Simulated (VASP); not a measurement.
Zr4CN3 (ordered alloy cell): computed properties

These are PBEsol GGA, VASP's PBE PAW potentials (set 64) (plane waves; VASP) values and carry that method's errors.

```json
{
 "space_group": "Cmmm (65)",
 "cell": "a = 6.487 Å, b = 9.173 Å, c = 3.241 Å, α = β = γ = 90.00°",
 "volume_per_atom": "12.05 Å³/atom",
 "band gap (over mesh and band path)": "none (metal, semimetal or under 0.01 eV)",
 "density": "7.21 g/cm³"
}
```

```xyz
8
Lattice="-0.0017 4.5854 4.5865 4.5854 -0.0017 4.5865 2.2918 2.2918 0.0000" Properties=species:S:1:pos:R:3 pbc="T T T"
Zr     4.5837     4.5837     9.1601
Zr     4.5909     6.8683     6.8797
Zr     6.8683     4.5909     6.8797
Zr     4.5837     4.5837     4.5993
N      2.2918     2.2918     2.2932
N      4.5845     2.2910     4.5865
N      2.2910     4.5845     4.5865
C      4.5837     4.5837     6.8797
```

The structure was generated: Zr4CN3 was put into an ordered model structure (Cmmm), which need not be its known phase. It was relaxed first. Symmetry was kept, so distortions that lower it aren't found. The electron count is odd and the run is not spin-polarised, which forces a metal.
